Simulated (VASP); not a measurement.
OSZICAR of a VASP run on Zn$_{33}$Se$_{31}$:

### OSZICAR
```
...
  38 F= -.17960011E+03 E0= -.17960011E+03  d E =-.187922E-02
       N       E                     dE             d eps       ncg     rms          rms(c)
DAV:   1    -0.179600538846E+03   -0.42309E-03   -0.96025E-01   736   0.161E+00    0.968E-02
RMM:   2    -0.179600923781E+03   -0.38493E-03   -0.40011E-03   704   0.126E-01    0.331E-02
RMM:   3    -0.179600975155E+03   -0.51374E-04   -0.51285E-04   705   0.440E-02    0.300E-02
RMM:   4    -0.179600979227E+03   -0.40714E-05   -0.68877E-05   625   0.186E-02
  39 F= -.17960098E+03 E0= -.17960098E+03  d E =-.864312E-03
       N       E                     dE             d eps       ncg     rms          rms(c)
DAV:   1    -0.179599938781E+03    0.10364E-02   -0.60292E+00   720   0.404E+00    0.240E-01
RMM:   2    -0.179602359841E+03   -0.24211E-02   -0.25221E-02   704   0.323E-01    0.864E-02
RMM:   3    -0.179602670799E+03   -0.31096E-03   -0.32295E-03   705   0.113E-01    0.766E-02
RMM:   4    -0.179602698458E+03   -0.27659E-04   -0.46671E-04   720   0.502E-02    0.651E-02
RMM:   5    -0.179602695486E+03    0.29719E-05   -0.16794E-04   699   0.250E-02    0.129E-02
RMM:   6    -0.179602697026E+03   -0.15404E-05   -0.22130E-05   441   0.972E-03
  40 F= -.17960270E+03 E0= -.17960270E+03  d E =-.258211E-02
       N       E                     dE             d eps       ncg     rms          rms(c)
DAV:   1    -0.179591152145E+03    0.11543E-01   -0.24201E+01   712   0.813E+00    0.488E-01
RMM:   2    -0.179601372692E+03   -0.10221E-01   -0.10721E-01   704   0.686E-01    0.181E-01
RMM:   3    -0.179602596239E+03   -0.12235E-02   -0.13619E-02   705   0.239E-01    0.155E-01
RMM:   4    -0.179602719069E+03   -0.12283E-03   -0.20509E-03   721   0.108E-01    0.139E-01
RMM:   5    -0.179602700549E+03    0.18520E-04   -0.78521E-04   704   0.532E-02    0.296E-02
RMM:   6    -0.179602703218E+03   -0.26686E-05   -0.94599E-05   652   0.211E-02
  41 F= -.17960270E+03 E0= -.17960270E+03  d E =-.258830E-02
       N       E                     dE             d eps       ncg     rms          rms(c)
DAV:   1    -0.179599750932E+03    0.29496E-02   -0.84065E+00   704   0.480E+00    0.273E-01
RMM:   2    -0.179603103237E+03   -0.33523E-02   -0.34650E-02   704   0.382E-01    0.979E-02
RMM:   3    -0.179603502873E+03   -0.39964E-03   -0.43265E-03   704   0.130E-01    0.901E-02
RMM:   4    -0.179603531394E+03   -0.28521E-04   -0.60571E-04   716   0.577E-02    0.751E-02
RMM:   5    -0.179603520012E+03    0.11382E-04   -0.22557E-04   704   0.288E-02    0.148E-02
RMM:   6    -0.179603521588E+03   -0.15758E-05   -0.29359E-05   473   0.110E-02
  42 F= -.17960352E+03 E0= -.17960352E+03  d E =-.340667E-02
       N       E                     dE             d eps       ncg     rms          rms(c)
DAV:   1    -0.179604367359E+03   -0.84735E-03   -0.26794E+00   736   0.268E+00    0.157E-01
RMM:   2    -0.179605364578E+03   -0.99722E-03   -0.10357E-02   704   0.214E-01    0.582E-02
RMM:   3    -0.179605485277E+03   -0.12070E-03   -0.13283E-03   705   0.735E-02    0.456E-02
RMM:   4    -0.179605496804E+03   -0.11527E-04   -0.20289E-04   719   0.334E-02    0.379E-02
RMM:   5    -0.179605495305E+03    0.14989E-05   -0.59038E-05   576   0.158E-02
  43 F= -.17960550E+03 E0= -.17960550E+03  d E =-.197372E-02
       N       E                     dE             d eps       ncg     rms          rms(c)
DAV:   1    -0.179605267628E+03    0.22918E-03   -0.31208E+00   728   0.290E+00    0.173E-01
RMM:   2    -0.179606444156E+03   -0.11765E-02   -0.12264E-02   704   0.231E-01    0.648E-02
RMM:   3    -0.179606592208E+03   -0.14805E-03   -0.15906E-03   705   0.799E-02    0.499E-02
RMM:   4    -0.179606607353E+03   -0.15145E-04   -0.24467E-04   720   0.367E-02    0.410E-02
RMM:   5    -0.179606606466E+03    0.88674E-06   -0.67374E-05   600   0.172E-02
  44 F= -.17960661E+03 E0= -.17960661E+03  d E =-.308488E-02
       N       E                     dE             d eps       ncg     rms          rms(c)
DAV:   1    -0.179606609462E+03   -0.21093E-05   -0.21268E-01   752   0.755E-01    0.479E-02
RMM:   2    -0.179606689673E+03   -0.80212E-04   -0.85181E-04   704   0.606E-02    0.180E-02
RMM:   3    -0.179606701130E+03   -0.11456E-04   -0.11530E-04   684   0.210E-02    0.129E-02
RMM:   4    -0.179606702553E+03   -0.14235E-05   -0.18286E-05   425   0.989E-03
  45 F= -.17960670E+03 E0= -.17960670E+03  d E =-.318096E-02
       N       E                     dE             d eps       ncg     rms          rms(c)
DAV:   1    -0.179607631168E+03   -0.93004E-03   -0.11287E+00   720   0.179E+00    0.144E-01
RMM:   2    -0.179608277884E+03   -0.64672E-03   -0.69896E-03   704   0.158E-01    0.460E-02
RMM:   3    -0.179608358563E+03   -0.80679E-04   -0.89148E-04   705   0.577E-02    0.397E-02
RMM:   4    -0.179608364809E+03   -0.62462E-05   -0.13387E-04   714   0.264E-02    0.319E-02
RMM:   5    -0.179608363269E+03    0.15400E-05   -0.40777E-05   531   0.128E-02
  46 F= -.17960836E+03 E0= -.17960836E+03  d E =-.166072E-02
       N       E                     dE             d eps       ncg     rms          rms(c)
DAV:   1    -0.179608729613E+03   -0.36480E-03   -0.56840E-01   744   0.127E+00    0.105E-01
RMM:   2    -0.179609057555E+03   -0.32794E-03   -0.35774E-03   704   0.112E-01    0.336E-02
RMM:   3    -0.179609100851E+03   -0.43296E-04   -0.46470E-04   705   0.414E-02    0.280E-02
RMM:   4    -0.179609104720E+03   -0.38690E-05   -0.70862E-05   634   0.191E-02
  47 F= -.17960910E+03 E0= -.17960910E+03  d E =-.240217E-02
       N       E                     dE             d eps       ncg     rms          rms(c)
DAV:   1    -0.179608180008E+03    0.92084E-03   -0.22738E+00   720   0.254E+00    0.204E-01
RMM:   2    -0.179609473612E+03   -0.12936E-02   -0.14037E-02   704   0.225E-01    0.673E-02
RMM:   3    -0.179609636903E+03   -0.16329E-03   -0.18097E-03   705   0.823E-02    0.577E-02
RMM:   4    -0.179609650036E+03   -0.13133E-04   -0.27539E-04   720   0.381E-02    0.466E-02
RMM:   5    -0.179609646650E+03    0.33858E-05   -0.84673E-05   623   0.183E-02
  48 F= -.17960965E+03 E0= -.17960965E+03  d E =-.294410E-02
       N       E                     dE             d eps       ncg     rms          rms(c)
DAV:   1    -0.179610107788E+03   -0.45775E-03   -0.12605E+00   728   0.190E+00    0.177E-01
RMM:   2    -0.179611059962E+03   -0.95217E-03   -0.10396E-02   704   0.177E-01    0.488E-02
RMM:   3    -0.179611184566E+03   -0.12460E-03   -0.13024E-03   705   0.661E-02    0.487E-02
RMM:   4    -0.179611192675E+03   -0.81089E-05   -0.17983E-04   715   0.294E-02    0.384E-02
RMM:   5    -0.179611190649E+03    0.20265E-05   -0.59514E-05   552   0.149E-02
  49 F= -.17961119E+03 E0= -.17961119E+03  d E =-.154400E-02
       N       E                     dE             d eps       ncg     rms          rms(c)
DAV:   1    -0.179611353580E+03   -0.16091E-03   -0.38841E-01   752   0.106E+00    0.992E-02
RMM:   2    -0.179611648103E+03   -0.29452E-03   -0.32370E-03   704   0.982E-02    0.284E-02
RMM:   3    -0.179611688605E+03   -0.40502E-04   -0.41203E-04   705   0.370E-02    0.274E-02
RMM:   4    -0.179611691706E+03   -0.31013E-05   -0.57909E-05   567   0.166E-02
  50 F= -.17961169E+03 E0= -.17961169E+03  d E =-.204506E-02
       N       E                     dE             d eps       ncg     rms          rms(c)
DAV:   1    -0.179610561505E+03    0.11271E-02   -0.15533E+00   728   0.211E+00    0.192E-01
RMM:   2    -0.179611717009E+03   -0.11555E-02   -0.12588E-02   704   0.195E-01    0.560E-02
RMM:   3    -0.179611867324E+03   -0.15032E-03   -0.15810E-03   705   0.729E-02    0.558E-02
RMM:   4    -0.179611876885E+03   -0.95605E-05   -0.22019E-04   716   0.328E-02    0.442E-02
RMM:   5    -0.179611874153E+03    0.27318E-05   -0.77059E-05   582   0.167E-02
  51 F= -.17961187E+03 E0= -.17961187E+03  d E =-.222750E-02
       N       E                     dE             d eps       ncg     rms          rms(c)
DAV:   1    -0.179611641550E+03    0.23533E-03   -0.35540E-01   728   0.101E+00    0.892E-02
RMM:   2    -0.179611902341E+03   -0.26079E-03   -0.28186E-03   704   0.913E-02    0.242E-02
RMM:   3    -0.179611931289E+03   -0.28948E-04   -0.33765E-04   705   0.337E-02    0.256E-02
RMM:   4    -0.179611931723E+03   -0.43371E-06   -0.45784E-05   534   0.147E-02
  52 F= -.17961193E+03 E0= -.17961193E+03  d E =-.228507E-02
       N       E                     dE             d eps       ncg     rms          rms(c)
DAV:   1    -0.179611894345E+03    0.36944E-04   -0.56837E-02   736   0.404E-01    0.386E-02
RMM:   2    -0.179611940577E+03   -0.46232E-04   -0.49048E-04   704   0.374E-02    0.859E-03
RMM:   3    -0.179611945752E+03   -0.51751E-05   -0.56889E-05   546   0.138E-02    0.924E-03
RMM:   4    -0.179611945873E+03   -0.12059E-06   -0.73291E-06   403   0.568E-03
  53 F= -.17961195E+03 E0= -.17961195E+03  d E =-.229922E-02
       N       E                     dE             d eps       ncg     rms          rms(c)
DAV:   1    -0.179612361030E+03   -0.41528E-03   -0.10222E+00   728   0.174E+00    0.150E-01
RMM:   2    -0.179613051639E+03   -0.69061E-03   -0.74761E-03   704   0.158E-01    0.482E-02
RMM:   3    -0.179613141573E+03   -0.89934E-04   -0.96136E-04   705   0.583E-02    0.428E-02
RMM:   4    -0.179613146644E+03   -0.50717E-05   -0.13689E-04   717   0.263E-02    0.322E-02
RMM:   5    -0.179613144665E+03    0.19789E-05   -0.41361E-05   530   0.131E-02
  54 F= -.17961314E+03 E0= -.17961314E+03  d E =-.119879E-02
```

### Question
Which electronic solver shows in the log?

### Answer
It is blocked Davidson (ALGO = Normal, or the opening steps of other solvers) and then RMM-DIIS (ALGO = Fast or VeryFast). The INCAR had ALGO = Fast.

### Question
Can the final energy be trusted as converged?

### Answer
Self-consistency was reached. It stopped with EDIFF = 1E-5, NELM = 100, NSW = 120 and EDIFFG = -0.03 after 54 ionic steps (PBE GGA, plane waves, VASP's PBE PAW potentials (set 64)). The cell is charged, with a uniform compensating background. The supercell is sampled at Γ alone, which is coarse: total energies, pressure and levels can be off, energies of defects by several tenths of an eV.

The cell is a supercell with a defect, built from ZnSe (zinc blende): Zn_Se, charge -2. The run is not spin-polarised, so no state with unpaired spins was tried.
